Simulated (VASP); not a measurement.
Calculation: PBEsol GGA, VASP's PBE PAW potentials (set 64) (plane waves; VASP).

VASP input:

INCAR:
```
SYSTEM = AlGa3N4
PREC = Accurate
ENCUT = 520
EDIFF = 1E-7
NELM = 100
ALGO = Normal
LREAL = .FALSE.
LASPH = .TRUE.
ISMEAR = 0
SIGMA = 0.05
GGA = PS
LMAXMIX = 4
LWAVE = .FALSE.
LCHARG = .FALSE.
LORBIT = 11
ICHARG = 11
```

### POSCAR
```
AlGa3N4
1
    4.4663542982    -0.0000000000     0.0000000000
    0.0000000000     4.4663542982     0.0000000000
   -0.0000000000     0.0000000000     4.4663542982
Al Ga N
1 3 4
Direct
  0.0000000000   0.0000000000   0.0000000000
  0.5000000000   0.5000000000   0.0000000000
  0.0000000000   0.5000000000   0.5000000000
  0.5000000000   0.0000000000   0.5000000000
  0.7549264504   0.7549264504   0.2450735496
  0.7549264504   0.2450735496   0.7549264504
  0.2450735496   0.2450735496   0.2450735496
  0.2450735496   0.7549264504   0.7549264504
```

KPOINTS:
```
k-points along high-symmetry lines
15
Line-mode
Reciprocal
  0.000000   0.000000   0.000000 ! GAMMA
  0.000000   0.500000   0.000000 ! X

  0.000000   0.500000   0.000000 ! X
  0.500000   0.500000   0.000000 ! M

  0.500000   0.500000   0.000000 ! M
  0.000000   0.000000   0.000000 ! GAMMA

  0.000000   0.000000   0.000000 ! GAMMA
  0.500000   0.500000   0.500000 ! R

  0.500000   0.500000   0.500000 ! R
  0.000000   0.500000   0.000000 ! X

  0.500000   0.500000   0.500000 ! R
  0.500000   0.500000   0.000000 ! M
```

POTCAR, in this order: Al Ga_d N (PBE.64 set). Program: vasp_std. Read from the step before: CHGCAR.

What VASP printed:

**OUTCAR**
```
 ion  position               nearest neighbor table
   1  0.000  0.000  0.000-   5 1.90   6 1.90   7 1.90   8 1.90
   2  0.500  0.500  0.000-   5 1.95   6 1.95   7 1.95   8 1.95
   3  0.000  0.500  0.500-   5 1.95   6 1.95   7 1.95   8 1.95
   4  0.500  0.000  0.500-   5 1.95   6 1.95   7 1.95   8 1.95
   5  0.755  0.755  0.245-   1 1.90   2 1.95   3 1.95   4 1.95
   6  0.755  0.245  0.755-   1 1.90   2 1.95   3 1.95   4 1.95
   7  0.245  0.245  0.245-   1 1.90   2 1.95   3 1.95   4 1.95
   8  0.245  0.755  0.755-   1 1.90   2 1.95   3 1.95   4 1.95
  LATTYP: Found a simple cubic cell.
 ALAT       =     4.4663542982
 Subroutine PRICEL returns:
 Original cell was already a primitive cell.
 Subroutine GETGRP returns: Found 24 space group operations
The static configuration has the point symmetry T_d .
The dynamic configuration has the point symmetry T_d .
 Subroutine INISYM returns: Found 24 space group operations
   k-points           NKPTS =     90   k-points in BZ     NKDIM =     90   number of bands    NBANDS=     37
   number of dos      NEDOS =    301   number of ions     NIONS =      8
   total plane-waves  NPLWV =  46656
   dimension x,y,z NGX =    36 NGY =   36 NGZ =   36
   dimension x,y,z NGXF=    72 NGYF=   72 NGZF=   72
   ions per type =               1   3   4
   PREC   = accura    normal or accurate (medium, high low for compatibility)
   ISTART =      0    job   : 0-new  1-cont  2-samecut
...
```

**OSZICAR**
```
       N       E                     dE             d eps       ncg     rms          rms(c)
DAV:   1     0.633534353115E+03    0.63353E+03   -0.28920E+04  7161   0.287E+03
DAV:   2     0.544945673137E+02   -0.57904E+03   -0.55882E+03  7225   0.687E+02
DAV:   3    -0.467384556184E+02   -0.10123E+03   -0.95871E+02  7945   0.199E+02
DAV:   4    -0.534459693680E+02   -0.67075E+01   -0.66098E+01  8418   0.525E+01
DAV:   5    -0.536763326852E+02   -0.23036E+00   -0.22977E+00  8889   0.946E+00
DAV:   6    -0.536858076995E+02   -0.94750E-02   -0.94726E-02  9583   0.167E+00
DAV:   7    -0.536859514253E+02   -0.14373E-03   -0.14372E-03  9152   0.205E-01
DAV:   8    -0.536859552180E+02   -0.37927E-05   -0.37926E-05  9518   0.319E-02
DAV:   9    -0.536859552917E+02   -0.73665E-07   -0.73644E-07  7622   0.407E-03
   1 F= -.53685955E+02 E0= -.53685955E+02  d E =-.118162E-13
```

**OUTCAR**
```
 val. band max:        5.3252160467   @ k =   0.0000   0.0000   0.0000

 cond. band min:       7.6398930639   @ k =   0.0000   0.0000   0.0000



 k-point     1 :       0.0000    0.0000    0.0000
  band No.  band energies     occupation
      1     -10.3689      2.00000
      2      -9.0655      2.00000
      3      -9.0655      2.00000
      4      -9.0655      2.00000
      5      -7.7884      2.00000
      6      -7.7670      2.00000
      7      -7.7670      2.00000
      8      -7.7670      2.00000
      9      -7.6858      2.00000
     10      -7.6858      2.00000
     11      -7.5481      2.00000
     12      -7.5481      2.00000
     13      -7.5481      2.00000
     14      -7.5077      2.00000
     15      -7.5077      2.00000
     16      -7.4467      2.00000
     17      -6.0718      2.00000
     18      -6.0718      2.00000
     19      -6.0718      2.00000
     20      -0.7672      2.00000
     21      -0.7672      2.00000
     22       0.0440      2.00000
     23       2.8387      2.00000
     24       2.8387      2.00000
     25       2.8387      2.00000
     26       2.8474      2.00000
     27       2.8474      2.00000
     28       2.8474      2.00000
     29       5.3252      2.00000
     30       5.3252      2.00000
     31       5.3252      2.00000
     32       7.6399      0.00000
     33       8.6583      0.00000
     34       8.6583      0.00000
     35       8.6583      0.00000
     36      11.7790      0.00000
     37      11.7790      0.00000

 k-point     2 :       0.0000    0.0357    0.0000
  band No.  band energies     occupation
      1     -10.3636      2.00000
      2      -9.0672      2.00000
      3      -9.0657      2.00000
      4      -9.0656      2.00000
      5      -7.7884      2.00000
      6      -7.7669      2.00000
      7      -7.7669      2.00000
      8      -7.7657      2.00000
      9      -7.6856      2.00000
     10      -7.6851      2.00000
     11      -7.5497      2.00000
     12      -7.5497      2.00000
...
```

The density is held fixed in this step, so its total energy and stress have no physical meaning.

The structure comes from a computed database's AlGa3N4 entry (P-43m); how it stands against other phases isn't given here. It was relaxed first.
